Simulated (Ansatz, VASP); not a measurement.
# Cross-check of BiAs between VASP and Ansatz, part 2 of 2

Aim: how closely do two programs agree when they are given the same cell, functional and k mesh? The cell is generated by rule, not measured, and may not be a known phase. The cell is taken from a series of runs on this material, whose earlier steps may have relaxed, scaled, displaced or heated it; both programs get it as it stands.

VASP 6.6.1 and Ansatz 0.2.0.

So far: Starting point; Ansatz: relaxation of cell and atoms, PBEsol, pair 1; VASP: relaxation of cell and atoms, PBEsol, pair 1; Side by side.

### 5. VASP: relaxation of cell and atoms, PBEsol, pair 2

Level of this step: PBEsol; plane waves and PAW (Bi_d, As); invented cell (VASP).

The relaxed volume is the usual yardstick between codes: in a stiff, nearly cubic crystal its relative difference is about their pressure difference at one cell divided by the bulk modulus. This pair takes another cell of the material, with 4 atoms against 2 for the pair before.

INCAR reads:

```
SYSTEM = BiAs
PREC = Accurate
ENCUT = 500
EDIFF = 1E-07
NELM = 120
ISMEAR = 1
SIGMA = 0.15
LREAL = .FALSE.
ALGO = Normal
GGA = PS
NBANDS = 26
LORBIT = 11
LWAVE = .FALSE.
LCHARG = .FALSE.
ISIF = 3
IBRION = 2
NSW = 80
EDIFFG = -0.005
LASPH = .TRUE.
GGA_COMPAT = .FALSE.
NELMIN = 4
KPAR = 2
```

POSCAR reads:

```
BiAs
1.0
    5.1625380000      0.0000000000      0.0000000000
    0.0000000000      5.1625380000      0.0000000000
    0.0000000000      0.0000000000      3.8229510000
Bi As
2 2
Direct
    0.0000000000      0.0000000000      0.0000000000
    0.5000000000      0.5000000000      0.0000000000
    0.0000000000      0.5000000000      0.6234424663
    0.5000000000      0.0000000000      0.3765575337
```

KPOINTS reads:

```
Automatic mesh
0
Gamma
8 8 10
0 0 0
```

PAW data sets: Bi_d and As (PBE family, release 64).

On the command line:

```sh
$ mpirun -np 2 vasp_std
```

Numbers of over 12 decimals in the logs are rounded to 6 here.

The log of the run:

```text
[banner, memory and clock lines left out]
running    2 mpi-ranks, on    1 nodes
[...]
[... a notice as in an earlier step ...]

 LDA part: xc-table for (Slater+PW92), standard interpolation
 POSCAR, INCAR and KPOINTS ok, starting setup
[...]
entering main loop
       N       E                     dE             d eps       ncg     rms          rms(c)
DAV:   1     0.374523474535E+03    0.37452E+03   -0.19437E+04  4680   0.164E+03
DAV:   2     0.175568721576E+02   -0.35697E+03   -0.35087E+03  4896   0.428E+02
DAV:   3    -0.170610715723E+02   -0.34618E+02   -0.33930E+02  5888   0.144E+02
DAV:   4    -0.183869789901E+02   -0.13259E+01   -0.13094E+01  5320   0.290E+01
[...]
DAV:  13    -0.181515886930E+02    0.10831E-05   -0.14579E-06  4614   0.843E-03    0.432E-03
DAV:  14    -0.181515885055E+02    0.18742E-06   -0.84812E-07  4950   0.744E-03    0.207E-03
DAV:  15    -0.181515884757E+02    0.29815E-07   -0.69221E-07  4116   0.537E-03
   1 F= -.18151588E+02 E0= -.18150922E+02  d E =-.181516E+02
[... from here on, the cycles between the ionic steps are left out ...]
   2 F= -.18151607E+02 E0= -.18150922E+02  d E =-.189951E-04
   3 F= -.18151612E+02 E0= -.18150933E+02  d E =-.239317E-04
   4 F= -.18151617E+02 E0= -.18150935E+02  d E =-.449758E-05
   5 F= -.18151624E+02 E0= -.18150935E+02  d E =-.119834E-04
[...]
reached required accuracy - stopping structural energy minimisation
```

OUTCAR, selected parts (step 5):

```text
  Total        0.0003379      0.0003379     -0.0083076      0.0000000      0.0000000      0.0000000
  in kB        0.0053090      0.0053090     -0.1305442      0.0000000      0.0000000      0.0000000
  external PRESSURE =      -0.0399754 kB  Pullay stress =       0.0000000 kB

 POSITION                                       TOTAL-FORCE (eV/Angst)
 -----------------------------------------------------------------------------------
      0.00000     -0.00000      0.00000         0.000000     -0.000000      0.000000
      2.58149      2.58149      0.00000        -0.000000      0.000000      0.000000
      0.00000      2.58149      2.38289         0.000000      0.000000     -0.002760
      2.58149     -0.00000      1.44207         0.000000     -0.000000      0.002760
 -----------------------------------------------------------------------------------
    total drift:                               -0.000000     -0.000000     -0.000000

  FREE ENERGIE OF THE ION-ELECTRON SYSTEM (eV)
  ---------------------------------------------------
  free  energy   TOTEN  =       -18.1516243909 eV

  energy  without entropy=      -18.1495571387  energy(sigma->0) =      -18.15093531

[... 1 part as in an earlier step ...]

[... 3 further parts left out ...]
[key lines of the parts left out:]
E-fermi :   7.1023
```

### 6. Ansatz: relaxation of cell and atoms, PBEsol, pair 2

The same cell, functional, mesh and smearing now go to Ansatz, which takes its cutoff from its data sets.

The cell is taken from a series of runs on this material, whose earlier steps may have relaxed, scaled, displaced or heated it; both programs get it as it stands.

input.yaml reads:

```yaml
crystal:
  lattice:
    - [5.1625378809, 0.0, 0.0]
    - [0.0, 5.1625378809, 0.0]
    - [0.0, 0.0, 3.8229511507]
  atoms:
    - { symbol: Bi, position: [0.0, 0.0, 0.0] }
    - { symbol: Bi, position: [0.5, 0.5, 0.0] }
    - { symbol: As, position: [0.0, 0.5, 0.6234425158] }
    - { symbol: As, position: [0.5, 0.0, 0.3765574842] }
kpoints:
  mp_grid: { grid: [8, 8, 10] }
hamiltonian:
  xc: pbesol
scf:
  occupations: { method: methfessel_paxton, width: 0.15 }
output:
  forces: true
  stress: true
  eigenvalues: true
relax:
  adjacent_minimum: "off"
  f_tol: 0.001
  max_steps: 60
  cell: { stress_tol: 0.01 }
```

On the command line:

```sh
$ ansatz run input.yaml --threads 4 --pin off --max-ram 7168MiB --backend cpu --events-out ev --progress --plain --runs-dir out
```

The log of the run:

```text
[...]
Crystal: 4 atoms, lattice volume = 101.889 Å³
Basis set: ecut = 420 eV, 2005 PW (Γ), exchange–correlation on 72×72×54 points (8 copies of the dense FFT grid, shifted against one another)
Bands: 36, of which v1, the nominal top of the filled ones, is band 30 counted from 1 (29 counted from 0)
Symmetry: 16 space group operations
[...]
k-points: 90 of 640
[...]
--- Relaxed structure (4 steps of the walk, 3 accepted, 1 SCFs on fresh bases) ---
[...]
cell:  # Å, volume = 101.9224 Å³
    - [5.162059, 0.0, 0.0]
    - [0.0, 5.162059, 0.0]
    - [0.0, 0.0, 3.824933]
  atoms:
    - { symbol: Bi, position: [0, 0, 0] }
    - { symbol: Bi, position: [0.500000, 0.500000, 0] }
    - { symbol: As, position: [0, 0.500000, 0.623629] }
    - { symbol: As, position: [0.500000, 0, 0.376371] }
[key lines of the parts left out:]
SCF converged after 5 iterations
Free energy (F): -34109.373303 eV
Fermi energy:    11.682063 eV
P = ⅓ Tr σ = -0.0003 GPa (-0.003 kbar)
```

### 7. Side by side

What differs besides the data sets and the points named for the pairs above, as far as they apply: the data sets hold 60 valence electrons in Ansatz (on its default PAW (the set named soft_2) files) and 40 in VASP. Total energies have different zeros and are not compared.

The two programs side by side:

| quantity | Ansatz | VASP | difference |
| --- | --- | --- | --- |
| volume (Å³) | 101.92 | 101.96 | -0.04 % |
| edge a after relaxation, in the typed setting (Å) | 5.162 | 5.163 | -0.02 % |
| edge c after relaxation, in the typed setting (Å) | 3.825 | 3.825 | +0.00 % |

### 8. Summary of results

```json
{
  "difference in volume (relaxation of cell and atoms, PBEsol, pair 1)": "-0.079 %",
  "difference in volume (relaxation of cell and atoms, PBEsol, pair 2)": "-0.036 %"
}
```

What this shows: The difference in volume is -0.079 % (relaxation of cell and atoms, PBEsol, pair 1), within the 1.2 % picked in this series as the mark of a large difference, as far as the stopping tolerances let one tell. The data sets hold unlike numbers of valence electrons (30 in Ansatz and 20 in VASP and 60 in Ansatz and 40 in VASP), so part of the differences comes from the potentials. 1 further run of this series is not shown here. Such differences can come from data sets, numerical settings and the points named under the comparisons, not from the functional's error against experiment.

[Lines on the potential files, build, host, timing and source positions are cut from VASP's logs without a mark.]

[Logs are printed without paths, hosts, clocks, repeated set-up lines and the standing remarks that a program may print on its own settings, such as how far it seeks lower states.]

[Hosts, paths, dates, database ids (printed as entryN), source tags and the programs' standing remarks are cut or masked in the printed files.]
